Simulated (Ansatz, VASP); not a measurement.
## Sr5Al4P22O66 (glassy 61P2O5-28SrO-11Al2O3 (mol %)) in two plane-wave programs

Aim: how closely do two programs agree when they are given the same cell, functional and k mesh? Of the first pair: The structure shown is the start of the Ansatz relaxation below; VASP solves that cell, so the two are compared at the walk's first step.

Method: plane waves, with VASP 6.6.1 beside it; single point at revPBE, in Ansatz 0.2.0.

## (1) The structure

The cell holds 97 atoms: 22 P, 5 Sr, 4 Al and 66 O. Cell: a = 11.092 Å, b = 11.092 Å, c = 11.092 Å, α = 90.0°, β = 90.0°, γ = 90.0°. As first built, before any earlier steps moved the atoms (in the runner's words): 97 atoms (22 P, 5 Sr, 4 Al, 66 O) placed at random at 2.77 g/cm^3, melted at 4000 K for 10 ps at fixed volume with the Morse and Coulomb pair potential with partial charges (Pedone, Malavasi, Menziani, Cormack and Segre, J. Phys. Chem. B 110, 11780 (2006)). Quenched from 4000 K to 300 K at 500 K/ps and fixed volume, held 10 ps at zero pressure.

## (2) Ansatz: relaxation, revPBE

Ansatz runs on its default PAW (the set named soft_2) files.

The two programs are compared at the cell with which this relaxation starts, whose forces are those of its first step.

Contents of input.yaml:

```yaml
crystal:
  lattice:
    - [11.09234, 0.0, 0.0]
    - [0.0, 11.09234, 0.0]
    - [0.0, 0.0, 11.09234]
  atoms:
    - { symbol: P, position: [0.42168, 0.49255, 0.64361] }
    - { symbol: P, position: [0.22494, 0.91284, 0.40971] }
    - { symbol: P, position: [0.44825, 0.81542, 0.96527] }
    - { symbol: P, position: [0.09013, 0.64054, 0.73732] }
    - { symbol: P, position: [0.9796, 0.30938, 0.7935] }
    - { symbol: P, position: [0.69205, 0.44258, 0.57523] }
    - { symbol: P, position: [0.31883, 0.35939, 0.0155] }
    - { symbol: P, position: [0.13614, 0.18466, 0.13593] }
    - { symbol: P, position: [0.83237, 0.97508, 0.38557] }
    - { symbol: P, position: [0.58268, 0.42027, 0.08921] }
    - { symbol: P, position: [0.94626, 0.22133, 0.33217] }
    - { symbol: P, position: [0.02591, 0.82325, 0.25865] }
    - { symbol: P, position: [0.72288, 0.11785, 0.04063] }
    - { symbol: P, position: [0.78094, 0.70154, 0.57711] }
    - { symbol: P, position: [0.95757, 0.55678, 0.28459] }
    - { symbol: P, position: [0.68783, 0.32335, 0.33172] }
    - { symbol: P, position: [0.3599, 0.76728, 0.58895] }
    - { symbol: P, position: [0.40475, 0.25408, 0.76909] }
    - { symbol: P, position: [0.30196, 0.43487, 0.38559] }
    - { symbol: P, position: [0.8416, 0.87812, 0.97168] }
    - { symbol: P, position: [0.24491, 0.6217, 0.96469] }
    - { symbol: P, position: [0.6465, 0.83222, 0.77404] }
    - { symbol: Sr, position: [0.56218, 0.01021, 0.48761] }
    - { symbol: Sr, position: [0.00352, 0.95084, 0.64847] }
    - { symbol: Sr, position: [0.91185, 0.54421, 0.00337] }
    - { symbol: Sr, position: [0.43869, 0.10172, 0.25111] }
    - { symbol: Sr, position: [0.64381, 0.72618, 0.23497] }
    - { symbol: Al, position: [0.70129, 0.2973, 0.83082] }
    - { symbol: Al, position: [0.04805, 0.43148, 0.52751] }
    - { symbol: Al, position: [0.04541, 0.06283, 0.88649] }
[... 61 atom lines left out ...]
    - { symbol: O, position: [0.63305, 0.36618, 0.21115] }
    - { symbol: O, position: [0.36325, 0.6327, 0.62298] }
    - { symbol: O, position: [0.34217, 0.28661, 0.8932] }
    - { symbol: O, position: [0.34112, 0.31167, 0.33273] }
    - { symbol: O, position: [0.96236, 0.51352, 0.41745] }
    - { symbol: O, position: [0.39446, 0.93267, 0.91749] }
kpoints:
  mp_grid: { grid: [1, 1, 1] }
hamiltonian:
  xc: revpbe
scf:
  occupations: { method: fermi_dirac, width: 0.05 }
output:
  forces: true
relax:
  f_tol: 0.05
  max_steps: 150
  cell: {}
```

The run is started by

```sh
ansatz run input.yaml --threads 4 --pin off --max-ram 8192MiB --backend cpu --events-out ev --progress --plain --runs-dir out
```

Numbers of over 12 decimals in the logs are rounded to 6 here.

Output:

```text
Engine: ansatz 0.2.0, aarch64-unknown-linux-gnu
Pseudopotentials: kind: paw
Pseudopotential: P, paw, valence charge 5, recommended cutoff 420 eV (normal), P.paw.azcp
Pseudopotential: Sr, paw, valence charge 10, recommended cutoff 420 eV (normal), Sr.paw.azcp
Pseudopotential: Al, paw, valence charge 3, recommended cutoff 420 eV (normal), Al.paw.azcp
Pseudopotential: O, paw, valence charge 6, recommended cutoff 420 eV (normal), O.paw.azcp
Functional definition: revPBE
  parameter kappa = 1.245
  parameter beta = 0.066725
  exchange = pbe_x(kappa = kappa, mu = beta*pi^2/3)
  correlation = pbe_c(beta = beta)
Crystal: 97 atoms, lattice volume = 1364.802 Å³
Basis set: ecut = 420 eV, 26745 PW (Γ), exchange–correlation on 150×150×150 points (8 copies of the dense FFT grid, shifted against one another)
Bands: 381, of which v1, the nominal top of the filled ones, is band 284 counted from 1 (283 counted from 0)
Symmetry: 1 space group operations
Space group: P1 (ITA 1), of the structure as read, at distance tolerance 1.1e-4 Å
k-points: 1
Non-local potential: P, projectors of the file, l = 0: 2, l = 1: 2, l = 2: 2
Non-local potential: Sr, projectors of the file, l = 0: 3, l = 1: 2, l = 2: 2
Non-local potential: Al, projectors of the file, l = 0: 2, l = 1: 2, l = 2: 1
Non-local potential: O, projectors of the file, l = 0: 2, l = 1: 2, l = 2: 1
PAW form: soft (Blöchl's): semilocal exchange-correlation on the pseudo side does not see the compensation charge
PAW frozen core: P, regenerated for the run's functional, and the local potential with it (the file was generated under x = pbe(κ = 0.804, μ = 0.219515), c = pbe(β = 0.066725))
PAW frozen core: Sr, regenerated for the run's functional, and the local potential with it (the file was generated under x = pbe(κ = 0.804, μ = 0.219515), c = pbe(β = 0.066725))
PAW frozen core: Al, regenerated for the run's functional, and the local potential with it (the file was generated under x = pbe(κ = 0.804, μ = 0.219515), c = pbe(β = 0.066725))
PAW frozen core: O, regenerated for the run's functional, and the local potential with it (the file was generated under x = pbe(κ = 0.804, μ = 0.219515), c = pbe(β = 0.066725))
PAW one-centre angular grid: P, 110 points (default); XC on 64 Gauss nodes
PAW one-centre angular grid: Sr, 110 points (default); XC on 64 Gauss nodes
PAW one-centre angular grid: Al, 110 points (default); XC on 64 Gauss nodes
PAW one-centre angular grid: O, 110 points (default); XC on 64 Gauss nodes
Initial density: superposition of atomic densities (neutral atoms: chi_scale 0, normalization atom), corrected by the library's trained network
Initial wavefunctions: pseudopotential atomic-orbital guess
Functional: x = revpbe(κ = 1.245, μ = 0.219515), c = pbe(β = 0.066725)
SCF iter   1: F=—  HF=-74156.198805 eV  |F-HF|=—  |Δ(HF+E_count)|=         —  Δρ=6.74e-3  dr2=1.11e0  ethr=1.77e-3  ⟨swp⟩=8.0  Hψ=2160  notcnv=0  defer=75
preconditioner: auto → Resta (q_TF=auto, 2.357 Å⁻¹)  ε∞=3.1  [insulator: Δε(μ)=2.307 eV  Ē_g=16.227 eV  σ=0.050 eV  W_gap=1.00  n_scr=304 (ndim 8)  ℏωp=23.7 eV  f_vac=0.171  D(μ)=0.00/eV (n_scr^D=0)  ε∞_Penn≈3.1]
SCF iter   2: F=—  HF=-74155.936332 eV  |F-HF|=—  |Δ(HF+E_count)|=   2.62e-1  Δρ=3.44e-3  dr2=2.48e-1  ethr=1.95e-4  ⟨swp⟩=3.0  Hψ=682  notcnv=0  defer=92
SCF iter   3: F=—  HF=-74155.878440 eV  |F-HF|=—  |Δ(HF+E_count)|=   5.79e-2  Δρ=1.49e-3  dr2=7.48e-2  ethr=4.36e-5  ⟨swp⟩=2.0  Hψ=649  notcnv=0  defer=92
SCF iter   4: F=—  HF=-74155.856937 eV  |F-HF|=—  |Δ(HF+E_count)|=   2.15e-2  Δρ=7.68e-4  dr2=9.11e-3  ethr=1.32e-5  ⟨swp⟩=4.0  Hψ=534  notcnv=0  defer=92
SCF iter   5: F=—  HF=-74155.856569 eV  |F-HF|=—  |Δ(HF+E_count)|=   3.68e-4  Δρ=4.19e-4  dr2=2.34e-3  ethr=1.60e-6  ⟨swp⟩=3.0  Hψ=673  notcnv=0  defer=92
SCF iter   6: F=—  HF=-74155.856672 eV  |F-HF|=—  |Δ(HF+E_count)|=   1.03e-4  Δρ=1.52e-4  dr2=2.86e-4  ethr=4.12e-7  ⟨swp⟩=3.0  Hψ=526  notcnv=0  defer=92
SCF iter   7: F=—  HF=-74155.856762 eV  |F-HF|=—  |Δ(HF+E_count)|=   8.97e-5  Δρ=6.58e-5  dr2=5.50e-5  ethr=5.03e-8  ⟨swp⟩=3.0  Hψ=631  notcnv=0  defer=92
SCF iter   8: F=—  HF=-74155.854485 eV  |F-HF|=—  |Δ(HF+E_count)|=   2.28e-3  Δρ=1.79e-5  dr2=5.09e-6  ethr=9.67e-9  ⟨swp⟩=3.0  Hψ=544  notcnv=0  defer=92
SCF iter   9: F=—  HF=-74155.854492 eV  |F-HF|=—  |Δ(HF+E_count)|=   6.13e-6  Δρ=1.06e-5  dr2=1.29e-6  ethr=8.97e-10  ⟨swp⟩=3.0  Hψ=637  notcnv=0  defer=92
SCF iter  10: F=—  HF=-74155.854492 eV  |F-HF|=—  |Δ(HF+E_count)|=   3.04e-7  Δρ=4.65e-6  dr2=2.77e-7  ethr=2.26e-10  ⟨swp⟩=3.0  Hψ=552  notcnv=0  defer=92
SCF iter  11: F=-74155.854492 eV  HF=-74155.854492 eV  |F-HF|=2.77e-8  |Δ(HF+E_count)|=   1.12e-7  Δρ=1.27e-6  dr2=2.50e-8  ethr=1.76e-11  ⟨swp⟩=5.0  Hψ=1287  notcnv=0
SCF 1 converged in 11 iterations: F = -74155.854492 eV  dr2 = 2.50e-8
[...]
atom  95  O      0.00095523    -0.00170733     0.00089074
  atom  96  O      0.00666983     0.00176839    -0.00613482
  atom  97  O      0.00614489    -0.00152287    -0.00853605
  max |Σ_I F_I| component: 1.80e-5 eV/Å
--- Stress (GPa, compression-positive) ---
       -0.015440      -0.009273       0.007549
       -0.009279      -0.011634       0.003590
        0.007551       0.003586      -0.009465
  P = ⅓ Tr σ = -0.0122 GPa (-0.122 kbar)
--- Relaxed structure (56 steps of the walk, 52 accepted, 3 SCFs on fresh bases) ---
  F+E_penalty+E_count = -74174.27343187 eV   max|allowed force component| = 2.972e-2 eV/Å   (the final SCF, on the basis selected at the relaxed cell)
  cell:  # Å, volume = 1484.5793 Å³
    - [11.366799, -0.119042, 0.259469]
    - [-0.119042, 11.280220, -0.193567]
    - [0.259469, -0.193567, 11.588808]
  atoms:
    - { symbol: P, position: [0.433964, 0.556181, 0.581617] }
    - { symbol: P, position: [0.256865, 0.945611, 0.426523] }
    - { symbol: P, position: [0.450723, 0.798170, 0.949502] }
    - { symbol: P, position: [0.082466, 0.625330, 0.747940] }
    - { symbol: P, position: [0.906003, 0.270313, 0.771082] }
    - { symbol: P, position: [0.663232, 0.468268, 0.509422] }
    - { symbol: P, position: [0.340709, 0.361570, 0.00817411] }
    - { symbol: P, position: [0.146185, 0.214082, 0.111934] }
    - { symbol: P, position: [0.865424, 0.997591, 0.359085] }
    - { symbol: P, position: [0.583684, 0.425382, 0.088034] }
    - { symbol: P, position: [0.949200, 0.241482, 0.294174] }
    - { symbol: P, position: [0.064775, 0.823910, 0.302712] }
    - { symbol: P, position: [0.666401, 0.088017, 0.059471] }
    - { symbol: P, position: [0.739984, 0.719083, 0.556795] }
    - { symbol: P, position: [0.981757, 0.583937, 0.343179] }
    - { symbol: P, position: [0.703796, 0.321052, 0.300285] }
    - { symbol: P, position: [0.397110, 0.833161, 0.583455] }
    - { symbol: P, position: [0.390044, 0.209541, 0.795757] }
    - { symbol: P, position: [0.297208, 0.367923, 0.458429] }
    - { symbol: P, position: [0.812363, 0.874945, 0.979093] }
    - { symbol: P, position: [0.284106, 0.600901, 0.914108] }
    - { symbol: P, position: [0.665354, 0.846931, 0.772233] }
    - { symbol: Sr, position: [0.642267, 0.126313, 0.580600] }
    - { symbol: Sr, position: [0.00891319, 0.923212, 0.637742] }
    - { symbol: Sr, position: [0.995404, 0.619177, 0.063183] }
    - { symbol: Sr, position: [0.420499, 0.188469, 0.283662] }
    - { symbol: Sr, position: [0.688668, 0.743900, 0.235583] }
    - { symbol: Al, position: [0.645546, 0.245210, 0.866608] }
    - { symbol: Al, position: [0.034734, 0.409088, 0.557803] }
    - { symbol: Al, position: [0.026213, 0.065904, 0.895198] }
    - { symbol: Al, position: [0.283831, 0.948906, 0.814122] }
    - { symbol: O, position: [0.926526, 0.104004, 0.276201] }
    - { symbol: O, position: [0.050617, 0.525482, 0.243107] }
    - { symbol: O, position: [0.461696, 0.513939, 0.695205] }
    - { symbol: O, position: [0.229172, 0.143401, 0.174344] }
    - { symbol: O, position: [0.778177, 0.935154, 0.285882] }
    - { symbol: O, position: [0.777563, 0.158307, 0.076521] }
    - { symbol: O, position: [0.296566, 0.276098, 0.746049] }
    - { symbol: O, position: [0.864039, 0.631417, 0.307089] }
    - { symbol: O, position: [0.298746, 0.377541, 0.328209] }
    - { symbol: O, position: [1.039605, 0.808386, 0.178967] }
    - { symbol: O, position: [0.136155, -0.018278, 0.825701] }
    - { symbol: O, position: [0.688317, 0.964674, 0.721509] }
    - { symbol: O, position: [0.309126, 0.825845, 0.478275] }
    - { symbol: O, position: [0.496445, 0.919553, 0.565764] }
    - { symbol: O, position: [0.541622, 0.525327, 0.483836] }
    - { symbol: O, position: [0.322638, 0.849880, 0.696196] }
    - { symbol: O, position: [0.061566, 0.711631, 0.379411] }
    - { symbol: O, position: [0.835134, 0.311198, 0.248736] }
    - { symbol: O, position: [0.523232, 0.241727, 0.769825] }
    - { symbol: O, position: [0.832821, 1.047262, 0.477966] }
    - { symbol: O, position: [0.229609, 0.604959, 0.795976] }
    - { symbol: O, position: [-0.067229, 0.350724, 0.871615] }
    - { symbol: O, position: [0.625510, 0.369807, 0.972883] }
    - { symbol: O, position: [0.959755, 0.139677, 0.782521] }
[...]
- { symbol: O, position: [0.356700, 1.017334, 0.376192] }
    - { symbol: O, position: [0.614075, 0.114785, 0.939613] }
    - { symbol: O, position: [0.621661, 0.343124, 0.193936] }
    - { symbol: O, position: [0.436615, 0.697420, 0.574482] }
    - { symbol: O, position: [0.382882, 0.246472, 0.947242] }
    - { symbol: O, position: [0.392816, 0.286080, 0.493877] }
    - { symbol: O, position: [0.979134, 0.517517, 0.457512] }
    - { symbol: O, position: [0.344721, 0.877359, 0.935628] }
```

## (3) VASP: single point, revPBE, start cell, pair 1

The same cell, functional, mesh and smearing now go to VASP, with its own data sets.

Lines of VASP's logs that name or quote its potential files are left out, and so is its time.

Contents of INCAR:

```
SYSTEM = Sr5Al4P22O66
PREC = Accurate
ENCUT = 520
EDIFF = 1E-06
NELM = 120
ISMEAR = -1
SIGMA = 0.05
LREAL = Auto
ALGO = Normal
GGA = RE
NBANDS = 352
LORBIT = 11
LWAVE = .FALSE.
LCHARG = .FALSE.
ISIF = 2
LASPH = .TRUE.
GGA_COMPAT = .FALSE.
EFERMI = MIDGAP
NCORE = 2
```

Contents of POSCAR:

```
Sr5Al4P22O66
1.0
   11.0923400000      0.0000000000      0.0000000000
    0.0000000000     11.0923400000      0.0000000000
    0.0000000000      0.0000000000     11.0923400000
P Sr Al O
22 5 4 66
Direct
    0.4216783835      0.4925471091      0.6436063085
    0.2249390120      0.9128371471      0.4097061576
    0.4482462672      0.8154185681      0.9652697267
    0.0901342728      0.6405411302      0.7373196278
    0.9796039429      0.3093756592      0.7935025432
    0.6920541563      0.4425756874      0.5752257864
    0.3188326359      0.3593921571      0.0154971809
    0.1361389932      0.1846589629      0.1359316429
    0.8323672011      0.9750782973      0.3855723860
    0.5826813819      0.4202720075      0.0892057041
    0.9462566059      0.2213329198      0.3321661615
    0.0259097720      0.8232528033      0.2586469582
    0.7228772288      0.1178470909      0.0406316431
    0.7809443273      0.7015381786      0.5771099696
    0.9575707200      0.5567806252      0.2845927911
    0.6878260133      0.3233492663      0.3317244152
    0.3598970100      0.7672772382      0.5889469670
    0.4047477809      0.2540762364      0.7690892995
    0.3019561247      0.4348676654      0.3855904164
    0.8415987970      0.8781194951      0.9716795554
    0.2449077471      0.6216992988      0.9646927519
    0.6465001974      0.8322229575      0.7740386609
    0.5621807482      0.0102142560      0.4876067629
    0.0035159398      0.9508363429      0.6484655176
    0.9118544870      0.5442133941      0.0033716961
    0.4386901231      0.1017188438      0.2511102256
    0.6438136588      0.7261768031      0.2349729633
    0.7012857521      0.2973042658      0.8308165815
    0.0480511777      0.4314779388      0.5275081723
    0.0454097152      0.0628271402      0.8864856288
[... 61 atom lines left out ...]
    0.6330494738      0.3661806255      0.2111457096
    0.3632506757      0.6326978798      0.6229794615
    0.3421730672      0.2866122027      0.8932019754
    0.3411182852      0.3116745430      0.3327341210
    0.9623578073      0.5135165348      0.4174502404
    0.3944614031      0.9326706538      0.9174890059
```

Contents of KPOINTS:

```
Automatic mesh
0
Gamma
1 1 1
0 0 0
```

PAW data sets: P, Sr_sv, Al and O (PBE family, release 64).

The run is started by

```sh
mpirun -np 8 vasp_gam
```

Output:

```text
[banner, memory and clock lines left out]
running    8 mpi-ranks, on    1 nodes
[...]
|                                                                             |
|               ----> ADVICE to this user running VASP <----                  |
|                                                                             |
|     You enforced a specific xc type in the INCAR file but a different       |
|     [... a line on the potential file left out ...]
|     I HOPE YOU KNOW WHAT YOU ARE DOING!                                     |
|                                                                             |

 LDA part: xc-table for (Slater+PW92), standard interpolation
 POSCAR, INCAR and KPOINTS ok, starting setup
[...]
entering main loop
       N       E                     dE             d eps       ncg     rms          rms(c)
DAV:   1     0.560948499228E+04    0.56095E+04   -0.34517E+05   720   0.160E+03
DAV:   2    -0.287705829352E+03   -0.58972E+04   -0.57249E+04   864   0.399E+02
DAV:   3    -0.743694705222E+03   -0.45599E+03   -0.45308E+03   832   0.118E+02
DAV:   4    -0.755689627765E+03   -0.11995E+02   -0.11943E+02   912   0.190E+01
[...]
DAV:  17    -0.647181134371E+03   -0.77649E-05   -0.22463E-04   896   0.372E-02    0.185E-02
DAV:  18    -0.647181138224E+03   -0.38533E-05   -0.39392E-05   840   0.120E-02    0.168E-02
DAV:  19    -0.647181138051E+03    0.17279E-06   -0.34861E-06   696   0.390E-03
   1 F= -.64718114E+03 E0= -.64718105E+03  d E =-.167204E-03
```

OUTCAR, selected parts (step 3):

```text
  Total       38.3092104     33.9257195     26.0807459     -3.5810314     -3.8906895      3.6221746
  in kB       44.9722135     39.8263155     30.6168898     -4.2038692     -4.5673851      4.2521683
  external PRESSURE =      38.4718063 kB  Pullay stress =       0.0000000 kB

 POSITION                                       TOTAL-FORCE (eV/Angst)
 -----------------------------------------------------------------------------------
      4.67740      5.46350      7.13910        -1.032944      0.713320      2.091581
      2.49510     10.12550      4.54460         0.173755      0.157217      2.973114
      4.97210      9.04490     10.70710        -0.054037      3.083129      1.847953
      0.99980      7.10510      8.17860        -2.092060      2.292633     -0.595988
     10.86610      3.43170      8.80180         2.870115      2.240072      2.752536
      7.67650      4.90920      6.38060        -3.238623      0.764731      3.403096
      3.53660      3.98650      0.17190         1.594184     -0.868558     -2.245617
      1.51010      2.04830      1.50780         2.317879     -4.438337     -0.016212
      9.23290     10.81590      4.27690         0.222633     -2.392284     -0.030383
      6.46330      4.66180      0.98950         1.377332      2.050306     -2.191323
     10.49620      2.45510      3.68450        -0.396180      1.219788      3.157601
      0.28740      9.13180      2.86900        -2.859639      1.654810     -3.209948
[...]
9.03130      2.14460      1.19890         0.401811     -0.476769      0.470911
[...]
-----------------------------------------------------------------------------------
    total drift:                                0.001828      0.002898      0.007759

  FREE ENERGIE OF THE ION-ELECTRON SYSTEM (eV)
  ---------------------------------------------------
  free  energy   TOTEN  =      -647.1811380511 eV

  energy  without entropy=     -647.1809708474  energy(sigma->0) =     -647.18105445

[... 3 further parts left out ...]
[key lines of the parts left out:]
E-fermi :   3.8091
```

The run ends at a pressure of 3.85 GPa, with forces up to 6.5 eV/Å.

## (4) Side by side

Known differences besides the potentials themselves: the cutoff is 420 eV in Ansatz and 520 eV in VASP (PREC = Accurate, projectors in real space); Ansatz makes its cores anew for this functional, VASP keeps those of its PBE data sets. Total energies have different zeros and are not compared.

Forces on 9 of the 97 atoms, those with the largest forces and the largest differences (eV/Å; atoms numbered as in POSCAR):

```csv
atom,"Ansatz x, y, z","VASP x, y, z"
P8,"2.421, -4.519, 0.021","2.318, -4.438, -0.016"
P13,"0.919, 2.972, 3.851","0.917, 2.917, 3.681"
P14,"3.661, 1.182, -5.475","3.494, 1.121, -5.339"
P15,"-2.709, -4.427, 1.702","-2.629, -4.330, 1.686"
P21,"-5.033, 2.393, -0.504","-4.897, 2.302, -0.561"
O50,"4.821, -0.249, 0.594","4.603, -0.264, 0.542"
O80,"-3.285, -1.181, 1.752","-3.051, -1.209, 1.688"
O81,"3.583, 1.048, 5.020","3.467, 1.037, 4.922"
O91,"-0.730, 1.434, -5.840","-0.742, 1.391, -5.577"
```

The forces differ by 70 meV/Å r.m.s., which is 4.3 % of the r.m.s. force of 1.605 eV/Å (both taken over all components).

(Part 1 of 2 ends here.)

[Lines on the potential files, build, host, timing and source positions are cut from VASP's logs without a mark.]

[Logs are printed without paths, hosts, clocks, repeated set-up lines and the standing remarks that a program may print on its own settings, such as how far it seeks lower states.]

[Hosts, paths, dates, database ids (printed as entryN), source tags and the programs' standing remarks are cut or masked in the printed files.]
